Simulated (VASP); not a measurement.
Level of theory: PBE GGA, VASP's PBE PAW potentials (set 64) (plane waves; VASP).

Input for VASP

### INCAR
```
# general
SYSTEM  = SnO
PREC    = Accurate
ENCUT   = 520
LREAL   = .FALSE.
LASPH   = .TRUE.

# electronic loop
EDIFF   = 1E-7
NELM    = 100
ALGO    = Normal
LMAXMIX = 4

# smearing
ISMEAR  = -5

# functional
GGA     = PE

# ions
ISIF    = 2

# output
LWAVE   = .FALSE.
LCHARG  = .TRUE.
LORBIT  = 11
NEDOS   = 601
```

**KPOINTS**
```
Automatic mesh
0
gamma
 11 11 6
0 0 0
```

### POSCAR
```
SnO
1
    3.4611907538     0.0000000000     0.0000000000
   -1.7305953769     2.9974789600     0.0000000000
    0.0000000000     0.0000000000     6.4572257980
Sn O
2 2
Direct
  0.0000000000   0.0000000000   0.0000000000
  0.0000000000   0.0000000000   0.5000000000
  0.3333330000   0.6666670000   0.2500000000
  0.6666670000   0.3333330000   0.7500000000
```

POTCAR, in this order: Sn_d O (PBE.64 set). Program: vasp_std.

Output

**OSZICAR**
```
       N       E                     dE             d eps       ncg     rms          rms(c)
DAV:   1     0.405819163939E+03    0.40582E+03   -0.20737E+04  3136   0.256E+03
DAV:   2     0.341565191539E+02   -0.37166E+03   -0.36612E+03  3328   0.592E+02
DAV:   3    -0.220781873624E+02   -0.56235E+02   -0.55613E+02  3672   0.195E+02
DAV:   4    -0.243711388627E+02   -0.22930E+01   -0.22896E+01  3544   0.435E+01
DAV:   5    -0.244430883957E+02   -0.71950E-01   -0.71938E-01  4144   0.763E+00    0.115E+01
DAV:   6    -0.210486525234E+02    0.33944E+01   -0.29438E+01  4688   0.610E+01    0.672E+00
DAV:   7    -0.206756318514E+02    0.37302E+00   -0.44128E+00  3304   0.127E+01    0.234E+00
DAV:   8    -0.206575029288E+02    0.18129E-01   -0.48765E-01  3656   0.436E+00    0.707E-01
DAV:   9    -0.206457594481E+02    0.11743E-01   -0.86163E-02  5080   0.195E+00    0.237E-01
DAV:  10    -0.206461683066E+02   -0.40886E-03   -0.25681E-02  4064   0.104E+00    0.245E-01
DAV:  11    -0.206454062476E+02    0.76206E-03   -0.62557E-03  4344   0.469E-01    0.258E-02
DAV:  12    -0.206454575689E+02   -0.51321E-04   -0.46083E-04  3376   0.127E-01    0.210E-02
DAV:  13    -0.206454487398E+02    0.88291E-05   -0.15308E-05  4624   0.392E-02    0.590E-03
DAV:  14    -0.206454528038E+02   -0.40640E-05   -0.91578E-07  3760   0.828E-03    0.491E-03
DAV:  15    -0.206454442185E+02    0.85853E-05   -0.20187E-06  3344   0.792E-03    0.332E-04
DAV:  16    -0.206454439049E+02    0.31361E-06   -0.12602E-07  2240   0.235E-03    0.265E-04
DAV:  17    -0.206454435379E+02    0.36701E-06   -0.15385E-08  1872   0.122E-03    0.393E-04
DAV:  18    -0.206454438061E+02   -0.26826E-06   -0.53742E-09  1776   0.822E-04    0.248E-04
DAV:  19    -0.206454441013E+02   -0.29517E-06   -0.40492E-09  1752   0.489E-04    0.552E-05
DAV:  20    -0.206454441001E+02    0.11787E-08   -0.81638E-10  1712   0.293E-04
   1 F= -.20645444E+02 E0= -.20645444E+02  d E =0.000000E+00
```

**OUTCAR**
```
------------------------ aborting loop because EDIFF is reached ----------------------------------------
  FORCE on cell =-STRESS in cart. coord.  units (eV):
  Direction    XX          YY          ZZ          XY          YZ          ZX
  --------------------------------------------------------------------------------------
  Total        0.1193643      0.1193643     -0.1270754      0.0000000      0.0000000      0.0000000
  in kB        2.8546789      2.8546786     -3.0390955      0.0000000      0.0000000      0.0000000
  external PRESSURE =       0.8900873 kB  Pullay stress =       0.0000000 kB
  volume of cell :       66.99
      direct lattice vectors                 reciprocal lattice vectors
     3.461190754  0.000000000  0.000000000     0.288917910  0.166806842  0.000000000
    -1.730595377  2.997478960  0.000000000     0.000000000  0.333613684  0.000000000
     0.000000000  0.000000000  6.457225798     0.000000000  0.000000000  0.154865267
 POSITION                                       TOTAL-FORCE (eV/Angst)
 -----------------------------------------------------------------------------------
      0.00000      0.00000      0.00000        -0.000000      0.000000      0.000000
      0.00000      0.00000      3.22861         0.000000      0.000000      0.000000
     -0.00000      1.99832      1.61431         0.000000     -0.000000      0.000000
      1.73060      0.99916      4.84292        -0.000000      0.000000      0.000000
 -----------------------------------------------------------------------------------
    total drift:                               -0.000000      0.000000      0.000000
  FREE ENERGIE OF THE ION-ELECTRON SYSTEM (eV)
  ---------------------------------------------------
  free  energy   TOTEN  =       -20.6454441001 eV

  energy  without entropy=      -20.6454441001  energy(sigma->0) =      -20.64544410

 total charge

# of ion       s       p       d       tot
------------------------------------------
    1        1.404   0.589  10.017  12.009
    2        1.404   0.589  10.017  12.009
    3        1.600   3.271   0.000   4.871
    4        1.600   3.271   0.000   4.871
--------------------------------------------------
tot          6.008   7.719  20.033  33.760
```
(Selected blocks of OUTCAR.)

For a metal the tetrahedron method with Blöchl corrections gives inexact stress and forces.

The structure was generated: SnO was put into the NiAs type type (P6_3/mmc), which need not be its known phase. It was relaxed first, which changed the volume by +60 %.
